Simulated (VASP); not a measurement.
C: relaxation of cell and atoms with PBE+D3(BJ)

The system is C.

```xyz
4
Lattice="2.4560 0.0000 0.0000 -1.2280 2.1270 0.0000 0.0000 0.0000 6.6960" Properties=species:S:1:pos:R:3 pbc="T T T"
C     0.0000    0.0000    5.0220
C     0.0000    0.0000    1.6740
C     0.0000    1.4180    5.0220
C     1.2280    0.7090    1.6740
```

```json
{
  "Program": "VASP 6.6.1",
  "Task": "relaxation of cell and atoms",
  "Functional": "PBE",
  "Dispersion": "D3(BJ)",
  "Potentials or basis": "VASP PAW PBE potentials, release 64 (C_h)",
  "Cutoff": "900 eV",
  "k mesh": "15 × 15 × 6",
  "Occupations": "gaussian, width 0.02 eV",
  "Spin": "no spin polarisation",
  "Further INCAR settings": "ALGO = Normal; EDIFF = 1e-07; IBRION = 2; EDIFFG = -0.002; NSW = 80; ISIF = 3"
}
```

The relaxed volume is 8.77 Å³/atom. The relaxed cell is a = 2.464 Å, b = 2.464 Å, c = 6.671 Å, α = 90.00°, β = 90.00°, γ = 120.00°, the space group after relaxing (to 0.05 Å) is P6_3/mmc (No. 194) and the energy gained by relaxing is 0.8 meV/atom. The ionic steps are 10, the pressure after relaxing is 0.0 GPa and the band gap on the k mesh is none (metal or under the smearing width). The dispersion energy per atom is -0.157 eV.

Step by step:
| step | energy change (eV) | largest force (eV/Å) | pressure (GPa) | volume (Å³) |
| --- | --- | --- | --- | --- |
| 1 | 0.0000 | 0.0000 | 2.94 | 34.98 |
| 2 | 0.0173 | 0.0000 | -7.24 | 35.80 |
| 3 | -0.0032 | 0.0000 | -0.08 | 35.21 |
| 4 | -0.0032 | 0.0000 | -0.02 | 35.20 |
| 5 | -0.0033 | 0.0000 | -0.01 | 35.19 |
| 6 | -0.0033 | 0.0000 | 0.00 | 35.16 |
| 7 | -0.0033 | 0.0000 | 0.02 | 35.10 |
| 8 | -0.0033 | 0.0000 | 0.03 | 35.08 |
| 9 | -0.0033 | 0.0000 | -0.24 | 35.10 |
| 10 | -0.0033 | 0.0000 | 0.00 | 35.08 |

Final structure:
```xyz
4
Lattice="2.4641 0.0000 0.0000 -1.2321 2.1340 0.0000 0.0000 0.0000 6.6708" Properties=species:S:1:pos:R:3 pbc="T T T"
C     0.0000    0.0000    5.0031
C     0.0000    0.0000    1.6677
C     0.0000    1.4227    5.0031
C     1.2321    0.7113    1.6677
```

Levels at points of the mesh, in eV from the Fermi level:
| k point | band 5 | band 6 | band 7 | band 8 | band 9 | band 10 | band 11 | band 12 |
| --- | --- | --- | --- | --- | --- | --- | --- | --- |
| (0.00, 0.00, 0.00) | -3.02 | -3.02 | -3.00 | -3.00 | 4.33 | 8.34 | 8.34 | 8.39 |
| (0.00, 0.00, 0.50) | -3.01 | -3.01 | -3.01 | -3.01 | 7.02 | 7.02 | 8.37 | 8.37 |

Run time: 86 s on 4 MPI ranks on Intel(R) Xeon(R) Platinum 8488C (Sapphire Rapids), with other jobs on the host, peak memory 0.25 GiB a rank.

Caveat: the cutoff is under 1.25 times the usual one of these potentials, so pressure, stress and relaxed cells hold a basis-set (Pulay) error.
